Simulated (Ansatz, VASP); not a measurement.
# TePtS (1T-PtSTe monolayer): VASP beside Ansatz, part 2 of 2

Wanted: the spread between two codes on one cell, functional and k mesh. The cell is taken from a series of runs on this material, whose earlier steps may have relaxed, scaled, displaced or heated it; both programs get it as it stands.

VASP 6.6.1 and Ansatz 0.2.0.

So far: Starting point; Ansatz: single point, PBEsol with D3(BJ); VASP: single point, PBEsol with D3(BJ); Differences.

## (5) Ansatz: single point, PBE, spin-orbit coupling

Level of this step: Ansatz beside VASP: Kohn-Sham DFT, plane waves, PBE, spin-orbit coupling (Ansatz).

With cell and atoms fixed, the geometry can't cause a difference; cores, projectors, grids and the points listed under the comparison can.

The cell is taken from a series of runs on this material, whose earlier steps may have relaxed, scaled, displaced or heated it; both programs get it as it stands.

File input.yaml:

```yaml
crystal:
  lattice:
    - [3.719822418, 0.0, 0.0]
    - [-1.859911209, 3.2214607116, 0.0]
    - [0.0, 0.0, 20.6427210959]
  atoms:
    - { symbol: Te, position: [0.6666666667, 0.3333333333, 0.4359890326] }
    - { symbol: Pt, position: [0.0, 0.0, 0.5065085242] }
    - { symbol: S, position: [0.3333333333, 0.6666666667, 0.5640109674] }
kpoints:
  mp_grid: { grid: [12, 12, 1] }
  band_path:
    path: [[0, 0, 0], [0.5, 0, 0], [0.33333333, 0.33333333, 0], [0, 0, 0]]
    npoints: 16
hamiltonian:
  xc: pbe
  pseudopotentials: { kind: paw_fr }
magnetization:
  noncollinear: true
  spin_orbit: true
scf:
  occupations: { method: fermi_dirac, width: 0.02585 }
  convergence: { dr2_threshold: 1.0e-09 }
efield:
  axis: 3
  dipole_correction: true
  ramp_position: 0.97
  ramp_width: 0.06
  amplitude: 0
output:
  write_potential: true
  write_density: true
  volumetric_format: npy
```

On the command line:

```
$ ansatz run input.yaml --threads 2 --pin off --max-ram 3072MiB --backend cpu --events-out ev --progress --plain --runs-dir out
```

Numbers of over 12 decimals in the logs are rounded to 6 here.

What it wrote:

```text
[...]
non-collinear run that drives no moment, with spin-orbit: no starting moment large enough to seed its density (crystal.atoms[].spin), no starting occupations that ask for one, no magnetisation constraint and no magnetic field, so the semilocal B_xc is pinned to zero
Crystal: 3 atoms, lattice volume = 247.367 Å³
[...]
k-point 1: bands = [... 36 lower, -1.2270, -1.0563, -0.8169, -0.8018, 1.4822, 1.5500, 1.9437, 1.9712, ... 4 higher]
  k-point 2: bands = [... 36 lower, -1.3699, -1.0477, -0.9021, -0.8442, 0.6005, 0.6015, 1.6630, 1.7028, ... 4 higher]
  k-point 18: bands = [... 36 lower, -2.4402, -2.3604, -2.0400, -1.8510, -0.1292, -0.0474, 1.2138, 1.3047, ... 4 higher]
[key lines of the parts left out:]
SCF converged after 11 iterations
Magnetization: |M| = 0.0000 μB,  M = (+0.0000, +0.0000, +0.0000) μB
Free energy (F): -20443.124654 eV
Fermi energy:    -0.436848 eV
Dipole field:    D = -0.073322 V/Å  (p = -0.100233 e·Å, saw-weighted, corrected)
Work function:   Φ+ = 5.7112 eV   Φ− = 4.1977 eV
```

## (6) VASP: single point, PBE, spin-orbit coupling

The same cell, functional, mesh and smearing now go to VASP, with its own data sets.

File INCAR:

```
SYSTEM = TePtS
PREC = Accurate
ENCUT = 400
EDIFF = 1E-06
NELM = 200
ISMEAR = -1
SIGMA = 0.02585
LREAL = .FALSE.
ALGO = Normal
GGA = PE
LNONCOLLINEAR = .TRUE.
MAGMOM = 0 0 0 0 0 0 0 0 0
NBANDS = 34
GGA_COMPAT = .FALSE.
LASPH = .TRUE.
LSORBIT = .TRUE.
LMAXMIX = 4
LORBIT = 11
LWAVE = .FALSE.
LCHARG = .FALSE.
ISIF = 2
LDIPOL = .TRUE.
IDIPOL = 3
DIPOL = 0.5 0.5 0.502
LVHAR = .TRUE.
EFERMI = MIDGAP
NELMDL = -8
KPAR = 2
```

File POSCAR:

```
TePtS
1.0
    3.7198224180      0.0000000000      0.0000000000
   -1.8599112090      3.2214607116      0.0000000000
    0.0000000000      0.0000000000     20.6427210959
Te Pt S
1 1 1
Direct
    0.6666666667      0.3333333333      0.4359890326
    0.0000000000      1.0000000000      0.5065085242
    0.3333333334      0.6666666666      0.5640109674
```

File KPOINTS:

```
Automatic mesh
0
Gamma
12 12 1
0 0 0
```

PAW data sets: Te, Pt and S (PBE family, release 64).

On the command line:

```
$ mpirun -np 2 vasp_ncl
```

What it wrote:

```text
[banner, memory and clock lines left out]
running    2 mpi-ranks, on    1 nodes
[...]
LDA part: xc-table for (Slater+PW92), standard interpolation
 POSCAR, INCAR and KPOINTS ok, starting setup
[...]
entering main loop
       N       E                     dE             d eps       ncg     rms          rms(c)
DAV:   1     0.149758931685E+03    0.14976E+03   -0.63512E+03  2124   0.776E+02
DAV:   2     0.248029241457E+01   -0.14728E+03   -0.13679E+03  3074   0.169E+02
DAV:   3    -0.152027835521E+02   -0.17683E+02   -0.17334E+02  2654   0.646E+01
DAV:   4    -0.156648566251E+02   -0.46207E+00   -0.46033E+00  2860   0.120E+01
[...]
DAV:  21    -0.146004444213E+02   -0.11247E-04   -0.47701E-07  2098   0.257E-03    0.162E-03
DAV:  22    -0.146004518970E+02   -0.74756E-05   -0.35235E-07  1678   0.187E-03    0.813E-04
DAV:  23    -0.146004527928E+02   -0.89585E-06   -0.13885E-07  1766   0.126E-03
   1 F= -.14600453E+02 E0= -.14600453E+02  d E =-.885674E-07  mag=     0.0000    -0.0000    -0.0000
```

OUTCAR, selected parts (step 6):

```text
  Total        2.6277675      2.6277675      1.3043817      0.0000000      0.0000000      0.0000000
  in kB       17.0198420     17.0198420      8.4483774      0.0000000      0.0000000      0.0000000
  external PRESSURE =      14.1626871 kB  Pullay stress =       0.0000000 kB

 POSITION                                       TOTAL-FORCE (eV/Angst)
 -----------------------------------------------------------------------------------
      1.85991      1.07382      9.00000        -0.000000      0.000000     -0.552234
      0.00000      0.00000     10.45571         0.000000      0.000000      0.114800
      0.00000      2.14764     11.64272         0.000000      0.000000      0.437434
 -----------------------------------------------------------------------------------
    total drift:                               -0.000000      0.000000      0.000514

  FREE ENERGIE OF THE ION-ELECTRON SYSTEM (eV)
  ---------------------------------------------------
  free  energy   TOTEN  =       -14.6004527928 eV

  energy  without entropy=      -14.6004527043  energy(sigma->0) =      -14.60045275

 magnetization (x)
# of ion       s       p       d       tot
------------------------------------------
    1       -0.000  -0.000   0.000  -0.000
    2        0.000  -0.000   0.000  -0.000
    3        0.000   0.000   0.000   0.000
--------------------------------------------------
tot         -0.000  -0.000   0.000  -0.000

 magnetization (y)
# of ion       s       p       d       tot
------------------------------------------
    1        0.000   0.000   0.000   0.000
    2        0.000   0.000   0.000   0.000
    3        0.000   0.000   0.000   0.000
--------------------------------------------------
tot          0.000   0.000   0.000   0.000

 magnetization (z)
# of ion       s       p       d       tot
------------------------------------------
    1        0.000   0.000   0.000   0.000
    2        0.000  -0.000  -0.000  -0.000
    3        0.000   0.000   0.000   0.000
--------------------------------------------------
tot          0.000   0.000  -0.000   0.000

[... 1 part as in an earlier step ...]

[... 2 further parts left out ...]
[key lines of the parts left out:]
E-fermi :  -1.6613
```

## (7) Comparison

What differs besides the data sets and the points named for the pairs above, as far as they apply: spin-orbit coupling enters by fully relativistic files in Ansatz and inside the spheres in VASP; the data sets hold 40 valence electrons in Ansatz (on its fully relativistic PAW (standard-fr) files) and 22 in VASP. Total energies have different zeros and are not compared.

Compared:

| quantity | Ansatz | VASP | difference |
| --- | --- | --- | --- |
| gap on the k mesh (eV) | 0.644 | 0.641 | +0.004 |

A gap on the mesh is an upper bound, since the band edges may lie between its points. With vacuum in the cell, a pressure given here is an average over mostly empty space and none of the material.

## (8) Outcome

```json
{
 "difference in gap on the k mesh (single point, PBEsol with D3(BJ))": "6.4e-4 eV",
 "difference in gap on the k mesh (single point, PBE, spin-orbit coupling)": "0.0038 eV"
}
```

In words: The difference in gap on the k mesh is 0.0038 eV (single point, PBE, spin-orbit coupling), within the 0.08 eV picked in this series as the mark of a large difference. The data sets hold unlike numbers of valence electrons (40 in Ansatz and 22 in VASP), so part of the differences comes from the potentials. Such differences can come from data sets, numerical settings and the points named under the comparisons, not from the functional's error against experiment.

[Lines on the potential files, build, host, timing and source positions are cut from VASP's logs without a mark.]

[Logs are printed without paths, hosts, clocks, repeated set-up lines and the standing remarks that a program may print on its own settings, such as how far it seeks lower states.]

[Hosts, paths, dates, database ids (printed as entryN), source tags and the programs' standing remarks are cut or masked in the printed files.]
